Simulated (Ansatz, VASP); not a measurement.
**Zr23Si7O60 (undercooled, nearly rigid 77ZrO2-23SiO2 (mol %) at 1800 K): VASP beside Ansatz**

One calculation is typed for both programs; each brings its own data sets. How far apart do they land? Of the first pair: The cell is taken from a series of runs on this material, whose earlier steps may have relaxed, scaled, displaced or heated it; both programs get it as it stands.

Calculated with Ansatz 0.2.0; plane waves, with VASP 6.6.1 beside it; single point at PBE.

## Step 1: Starting point

The cell holds 90 atoms: 23 Zr, 7 Si and 60 O. Its edges and angles: a = 10.701 Å, b = 10.887 Å, c = 10.402 Å, α = 90.1°, β = 86.2°, γ = 88.7°. As first built, before any earlier steps moved the atoms (in the runner's words): 90 atoms (23 Zr, 7 Si, 60 O) placed at random at 4.39 g/cm^3, melted at 4000 K for 10 ps at fixed volume with the Morse and Coulomb pair potential with partial charges (Pedone, Malavasi, Menziani, Cormack and Segre, J. Phys. Chem. B 110, 11780 (2006)). Snapshot at the end of a hold of 10 ps at 1800 K and fixed volume.

## Step 2: Ansatz: single point, PBE, pair 1

Ansatz runs on its default PAW (the set named soft_2) files.

With cell and atoms fixed, the geometry can't cause a difference; cores, projectors, grids and the points listed under the comparison can.

File input.yaml:

```yaml
crystal:
  lattice:
    - [10.69443, 0.12243, 0.34911]
    - [0.12243, 10.88592, -0.0106]
    - [0.34911, -0.0106, 10.39591]
  atoms:
    - { symbol: Zr, position: [0.17958, 0.82989, 0.32149] }
    - { symbol: Zr, position: [0.00046, 0.33267, 0.41719] }
    - { symbol: Zr, position: [0.29569, 0.66677, 0.63173] }
    - { symbol: Zr, position: [0.47314, 0.81554, 0.41223] }
    - { symbol: Zr, position: [0.14107, 0.11332, 0.19554] }
    - { symbol: Zr, position: [0.70351, 0.72378, 0.63911] }
    - { symbol: Zr, position: [0.46539, 0.73677, 0.84971] }
    - { symbol: Zr, position: [0.01586, 0.47715, 0.72545] }
    - { symbol: Zr, position: [0.98535, 0.80892, 0.71774] }
    - { symbol: Zr, position: [0.95947, 0.88117, 0.06031] }
    - { symbol: Zr, position: [0.68495, 0.95303, 0.87765] }
    - { symbol: Zr, position: [0.3962, 0.56415, 0.17492] }
    - { symbol: Zr, position: [0.44397, 0.00367, 0.11731] }
    - { symbol: Zr, position: [0.43534, 0.11896, 0.60048] }
    - { symbol: Zr, position: [0.80621, 0.18966, 0.66068] }
    - { symbol: Zr, position: [0.23171, 0.00273, 0.83743] }
    - { symbol: Zr, position: [0.8537, 0.71227, 0.37051] }
    - { symbol: Zr, position: [0.52105, 0.24026, 0.84798] }
    - { symbol: Zr, position: [0.08558, 0.57411, 0.15621] }
    - { symbol: Zr, position: [0.63026, 0.74917, 0.12716] }
    - { symbol: Zr, position: [0.01872, 0.26881, 0.9466] }
    - { symbol: Zr, position: [0.81555, 0.46482, 0.137] }
    - { symbol: Zr, position: [0.7159, 0.98741, 0.37895] }
    - { symbol: Si, position: [0.42516, 0.387, 0.55174] }
    - { symbol: Si, position: [0.28873, 0.46167, 0.89842] }
    - { symbol: Si, position: [0.1139, 0.06223, 0.54089] }
    - { symbol: Si, position: [0.70909, 0.50318, 0.83502] }
    - { symbol: Si, position: [0.70746, 0.43661, 0.4476] }
    - { symbol: Si, position: [0.3324, 0.27569, 0.30948] }
    - { symbol: Si, position: [0.85759, 0.16455, 0.17082] }
    - { symbol: O, position: [0.80532, 0.81423, 0.78271] }
    - { symbol: O, position: [0.01694, 0.18142, 0.55078] }
    - { symbol: O, position: [0.057, 0.447, 0.54588] }
    - { symbol: O, position: [0.83772, 0.28132, 0.07418] }
    - { symbol: O, position: [0.60926, 0.16463, 0.67459] }
    - { symbol: O, position: [0.93259, 0.31617, 0.77617] }
    - { symbol: O, position: [0.35258, 0.88487, 0.25478] }
    - { symbol: O, position: [0.52208, 0.86536, 0.99045] }
    - { symbol: O, position: [0.47989, 0.71282, 0.58973] }
    - { symbol: O, position: [0.96196, 0.47094, 0.28188] }
    - { symbol: O, position: [0.41094, 0.30509, 0.68162] }
    - { symbol: O, position: [0.35304, 0.14707, 0.22872] }
    - { symbol: O, position: [0.67474, 0.80793, 0.45753] }
    - { symbol: O, position: [0.39683, 0.26564, 0.45164] }
    - { symbol: O, position: [0.05113, 0.8911, 0.88426] }
    - { symbol: O, position: [0.01171, 0.70618, 0.06398] }
    - { symbol: O, position: [0.31005, 0.81735, 0.78294] }
    - { symbol: O, position: [0.85385, 0.88188, 0.28482] }
    - { symbol: O, position: [0.10184, 0.65658, 0.70518] }
    - { symbol: O, position: [0.58555, 0.85606, 0.74792] }
    - { symbol: O, position: [0.49481, 0.64519, 0.02815] }
    - { symbol: O, position: [0.1618, 0.40951, 0.83689] }
    - { symbol: O, position: [0.71687, 0.52432, 0.98937] }
    - { symbol: O, position: [0.95216, 0.08156, 0.06934] }
    - { symbol: O, position: [0.25018, 0.52303, 0.04212] }
    - { symbol: O, position: [0.8039, 0.07978, 0.81252] }
    - { symbol: O, position: [0.5649, 0.10488, 0.98053] }
    - { symbol: O, position: [0.58503, 0.90093, 0.23619] }
    - { symbol: O, position: [0.32849, 0.50123, 0.54178] }
    - { symbol: O, position: [0.74596, 0.57659, 0.48395] }
    - { symbol: O, position: [0.39801, 0.36096, 0.93092] }
    - { symbol: O, position: [0.83591, 0.55171, 0.75142] }
    - { symbol: O, position: [0.03715, 0.70329, 0.32507] }
    - { symbol: O, position: [0.14606, 0.25057, 0.07793] }
    - { symbol: O, position: [0.39533, 0.39346, 0.24225] }
    - { symbol: O, position: [0.10296, 0.92493, 0.17394] }
    - { symbol: O, position: [0.17989, 0.28064, 0.33622] }
    - { symbol: O, position: [0.24696, 0.6557, 0.23815] }
    - { symbol: O, position: [0.79376, 0.0627, 0.52277] }
    - { symbol: O, position: [0.51065, 0.67054, 0.28042] }
    - { symbol: O, position: [0.27935, 0.7867, 0.48174] }
    - { symbol: O, position: [0.145, 0.02, 0.38981] }
    - { symbol: O, position: [0.34675, 0.57581, 0.80868] }
    - { symbol: O, position: [0.8106, 0.33782, 0.50721] }
    - { symbol: O, position: [0.72909, 0.11416, 0.23526] }
    - { symbol: O, position: [0.76644, 0.86643, 0.02882] }
    - { symbol: O, position: [0.96019, 0.19047, 0.27973] }
    - { symbol: O, position: [0.77158, 0.64937, 0.20328] }
    - { symbol: O, position: [0.66826, 0.36146, 0.80852] }
    - { symbol: O, position: [0.70708, 0.41032, 0.29396] }
    - { symbol: O, position: [0.05442, 0.94378, 0.6162] }
    - { symbol: O, position: [0.88768, 0.74893, 0.5598] }
    - { symbol: O, position: [0.56955, 0.41889, 0.51892] }
    - { symbol: O, position: [0.51394, 0.99703, 0.4684] }
    - { symbol: O, position: [0.28554, 0.0154, 0.02362] }
    - { symbol: O, position: [0.98625, 0.46274, 0.02892] }
    - { symbol: O, position: [0.2484, 0.07397, 0.60932] }
    - { symbol: O, position: [0.60952, 0.60794, 0.77964] }
    - { symbol: O, position: [0.40264, 0.08624, 0.79089] }
    - { symbol: O, position: [0.11301, 0.13715, 0.84569] }
kpoints:
  mp_grid: { grid: [1, 1, 1] }
hamiltonian:
  xc: pbe
scf:
  occupations: { method: gaussian, width: 0.025 }
output:
  forces: true
  stress: true
  populations: intrinsic
  dos:
    method: { smearing: { sigma: 0.08 } }
    de: 0.1
    projected: { site_lists: { O: [O], Si: [Si], Zr: [Zr] } }
  eigenvalues: true
  write_density: true
  write_potential: true
  volumetric_format: npy
```

Command:

```
$ ansatz run input.yaml --threads 4 --pin off --max-ram 8192MiB --backend cpu --events-out ev --progress --plain --runs-dir out
```

Numbers of over 12 decimals in the logs are rounded to 6 here.

Log:

```text
Engine: ansatz 0.2.0, x86_64-unknown-linux-gnu
Pseudopotentials: kind: paw
Pseudopotential: Zr, paw, valence charge 12, recommended cutoff 420 eV (normal), Zr.paw.azcp
Pseudopotential: Si, paw, valence charge 4, recommended cutoff 420 eV (normal), Si.paw.azcp
Pseudopotential: O, paw, valence charge 6, recommended cutoff 420 eV (normal), O.paw.azcp
Functional definition: PBE
  parameter kappa = 0.804
  parameter beta = 0.066725
  exchange = pbe_x(kappa = kappa, mu = beta*pi^2/3)
  correlation = pbe_c(beta = beta)
Crystal: 90 atoms, lattice volume = 1208.794 Å³
Basis set: ecut = 420 eV, 23615 PW (Γ), exchange–correlation on 144×150×144 points (8 copies of the dense FFT grid, shifted against one another)
Bands: 422, of which v1, the nominal top of the filled ones, is band 332 counted from 1 (331 counted from 0)
Symmetry: 1 space group operations
Space group: P1 (ITA 1), of the structure as read, at distance tolerance 1.1e-4 Å
k-points: 1
Non-local potential: Zr, projectors of the file, l = 0: 3, l = 1: 2, l = 2: 2, l = 3: 2
Non-local potential: Si, projectors of the file, l = 0: 2, l = 1: 2, l = 2: 2
Non-local potential: O, projectors of the file, l = 0: 2, l = 1: 2, l = 2: 1
PAW form: soft (Blöchl's): semilocal exchange-correlation on the pseudo side does not see the compensation charge
PAW one-centre angular grid: Zr, 590 points (default); XC on 64 Gauss nodes
PAW one-centre angular grid: Si, 110 points (default); XC on 64 Gauss nodes
PAW one-centre angular grid: O, 110 points (default); XC on 64 Gauss nodes
Initial density: superposition of atomic densities (neutral atoms: chi_scale 0, normalization atom), corrected by the library's trained network
Initial wavefunctions: pseudopotential atomic-orbital guess
Functional: x = pbe(κ = 0.804, μ = 0.219515), c = pbe(β = 0.066725)
SCF iter   1: F=—  HF=-134858.372234 eV  |F-HF|=—  |Δ(HF+E_count)|=         —  Δρ=3.59e-3  dr2=1.22e-1  ethr=1.77e-3  ⟨swp⟩=6.0  Hψ=1624  notcnv=0  defer=52
preconditioner: auto → Resta (q_TF=auto, 2.469 Å⁻¹)  ε∞=3.8  [insulator: Δε(μ)=3.646 eV  Ē_g=15.972 eV  σ=0.025 eV  W_gap=1.00  n_scr=298 (ndim 8)  ℏωp=26.6 eV  f_vac=0.093  D(μ)=0.00/eV (n_scr^D=0)  ε∞_Penn≈3.8]
SCF iter   2: F=—  HF=-134858.359656 eV  |F-HF|=—  |Δ(HF+E_count)|=   1.26e-2  Δρ=1.87e-3  dr2=2.50e-2  ethr=1.83e-5  ⟨swp⟩=2.0  Hψ=825  notcnv=0  defer=83
SCF iter   3: F=—  HF=-134858.363144 eV  |F-HF|=—  |Δ(HF+E_count)|=   3.49e-3  Δρ=8.46e-4  dr2=7.61e-3  ethr=3.77e-6  ⟨swp⟩=2.0  Hψ=536  notcnv=0  defer=83
SCF iter   4: F=—  HF=-134858.364246 eV  |F-HF|=—  |Δ(HF+E_count)|=   1.10e-3  Δρ=2.20e-4  dr2=6.86e-4  ethr=1.15e-6  ⟨swp⟩=2.0  Hψ=536  notcnv=0  defer=83
SCF iter   5: F=—  HF=-134858.364422 eV  |F-HF|=—  |Δ(HF+E_count)|=   1.75e-4  Δρ=1.37e-4  dr2=2.15e-4  ethr=1.03e-7  ⟨swp⟩=2.0  Hψ=529  notcnv=0  defer=83
SCF iter   6: F=—  HF=-134858.364470 eV  |F-HF|=—  |Δ(HF+E_count)|=   4.80e-5  Δρ=4.94e-5  dr2=3.18e-5  ethr=3.23e-8  ⟨swp⟩=2.0  Hψ=576  notcnv=0  defer=83
SCF iter   7: F=—  HF=-134858.365413 eV  |F-HF|=—  |Δ(HF+E_count)|=   9.43e-4  Δρ=2.35e-5  dr2=6.82e-6  ethr=4.79e-9  ⟨swp⟩=2.0  Hψ=739  notcnv=0  defer=83
SCF iter   8: F=—  HF=-134858.365416 eV  |F-HF|=—  |Δ(HF+E_count)|=   2.94e-6  Δρ=1.12e-5  dr2=1.60e-6  ethr=1.03e-9  ⟨swp⟩=2.0  Hψ=577  notcnv=0  defer=83
SCF iter   9: F=—  HF=-134858.365417 eV  |F-HF|=—  |Δ(HF+E_count)|=   7.91e-7  Δρ=3.15e-6  dr2=1.53e-7  ethr=2.41e-10  ⟨swp⟩=2.0  Hψ=560  notcnv=0  defer=83
SCF iter  10: F=-134858.365417 eV  HF=-134858.365417 eV  |F-HF|=2.78e-8  |Δ(HF+E_count)|=   1.90e-7  Δρ=2.48e-6  dr2=6.80e-8  ethr=1.51e-11  ⟨swp⟩=19.0  Hψ=3243  notcnv=0
SCF 1 converged in 10 iterations: F = -134858.365417 eV  dr2 = 6.80e-8
  greatest PAW one-centre occupation: 0.995 electrons in one spin orbital (limit 2), on the Zr atom at site 11 (counted from 0), in its partial waves of l = 0
SCF converged after 10 iterations
Free energy (F): -134858.365417 eV
Harris-Foulkes:  -134858.365417 eV  (|F-HF|=2.78e-8)
Internal energy: -134858.365417 eV  (E = F + TS)
E sigma→0 (E₀):  -134858.365417 eV
Fermi energy:    8.900111 eV
--- Per-component energies (eV) ---
  E_band       = -3980.264237
  E_kinetic    = 18561.228627
  E_local      = -45686.070878  (includes V_loc(G=0)·N_el)
  E_nonlocal   = 4788.501606
  E_hartree    = 16380.299177
  E_xc         = -8577.044234
  E_vxc        = -10424.634113  (∫ρ·V_xc dr)
  E_paw        = -80997.482681  (= ΣΔE_a)
  E_vpaw       = -3980.035440  (= ΣTr[D̂ρ^β])
  E_aug_tail   = 0.149438  (compensation charges beyond the density's cutoff)
  E_ewald      = -39327.946473
  E_smearing   = -0.000000  (= −TS)
  E_closure    = 0.000000  (closes the sum)
  Σ components = -134858.365417   (vs F -134858.365417, Δ=0.00e0)
--- Forces (eV/Å), atoms counted from 1 ---
  atom   1  Zr    -0.01508655     0.00107818    -0.01704440
  atom   2  Zr    -0.00364530     0.00608230    -0.00826279
[...]
atom  47  O      0.01280832    -0.01488571    -0.00837336
  atom  48  O     -0.00490916    -0.00638261    -0.00107457
  atom  49  O      0.00013161     0.00450233    -0.00227973
  atom  50  O      0.00676756    -0.00683861     0.02164556
  atom  51  O     -0.00205635    -0.00347403     0.01153366
  atom  52  O     -0.00664562     0.00798942    -0.00260936
  atom  53  O     -0.01358367    -0.00153961    -0.02306424
  atom  54  O      0.00126771     0.02339699     0.00023562
  atom  55  O      0.00794861    -0.00455555     0.00214468
  atom  56  O      0.00814834     0.01182642    -0.01339441
  atom  57  O      0.00447721     0.00377817    -0.00947407
  atom  58  O     -0.01060820    -0.00680685     0.01003612
  atom  59  O      0.00585946    -0.01052333    -0.00080399
  atom  60  O     -0.00448763    -0.00578817     0.00738047
  atom  61  O      0.00009599     0.00009147    -0.00219248
  atom  62  O     -0.01307186    -0.00902097    -0.00032056
  atom  63  O      0.00455412     0.01031882     0.00588111
  atom  64  O     -0.01400504    -0.01754093     0.01825334
  atom  65  O     -0.00368249     0.00056439    -0.00346577
  atom  66  O      0.02186290    -0.01410442    -0.00748732
  atom  67  O      0.00224915     0.00622630     0.00210291
  atom  68  O      0.00533405    -0.00128631     0.00855790
[...]
atom  83  O     -0.02464021    -0.00168921     0.00736400
  atom  84  O      0.00175931    -0.00358042    -0.00306754
  atom  85  O     -0.00037254     0.00135910     0.00186215
  atom  86  O     -0.00048176     0.00635232     0.01648757
  atom  87  O     -0.00282726    -0.00150239    -0.00341363
  atom  88  O      0.00394014    -0.00836128    -0.00145297
  atom  89  O      0.00677656     0.01613072    -0.00824212
  atom  90  O      0.00482598    -0.00709506    -0.00371271
  max |Σ_I F_I| component: 7.36e-5 eV/Å
--- Stress (GPa, compression-positive) ---
        0.029169       0.019445       0.014808
        0.019445       0.014564       0.005176
        0.014808       0.005177      -0.000801
  P = ⅓ Tr σ = 0.0143 GPa (0.143 kbar)
--- Band table (eV) ---
  k-point 0: bands = [... 328 lower, 6.8631, 6.9591, 6.9880, 7.0928, 10.7074, 10.9591, 10.9948, 11.0685, ... 86 higher]
--- intrinsic populations: 90 sites ---
  site symbol       q [e]
     0     Zr     10.5232
     1     Zr     10.4834
     2     Zr     10.5179
     3     Zr     10.5301
     4     Zr     10.5174
     5     Zr     10.5113
     6     Zr     10.5467
     7     Zr     10.5178
     8     Zr     10.5460
     9     Zr     10.5273
    10     Zr     10.5528
    11     Zr     10.5216
    12     Zr     10.4872
    13     Zr     10.5014
    14     Zr     10.4857
    15     Zr     10.5178
    16     Zr     10.5760
    17     Zr     10.4810
    18     Zr     10.5683
    19     Zr     10.5462
    20     Zr     10.5287
    21     Zr     10.5354
    22     Zr     10.5492
    23     Si      2.3114
[...]
82      O      6.8847
    83      O      6.7514
    84      O      6.6809
    85      O      6.7595
    86      O      6.8245
    87      O      6.7804
    88      O      6.6983
    89      O      6.6145
  spilling = -0.000000 (of n_electrons = 664.000000)
```

The column dr2 measures how far the density is from self-consistency, as an energy; F and HF (Harris–Foulkes) agree once it is small.

(Part 1 of 3 ends here.)

[Lines on the potential files, build, host, timing and source positions are cut from VASP's logs without a mark.]

[Logs are printed without paths, hosts, clocks, repeated set-up lines and the standing remarks that a program may print on its own settings, such as how far it seeks lower states.]

[Hosts, paths, dates, database ids (printed as entryN), source tags and the programs' standing remarks are cut or masked in the printed files.]
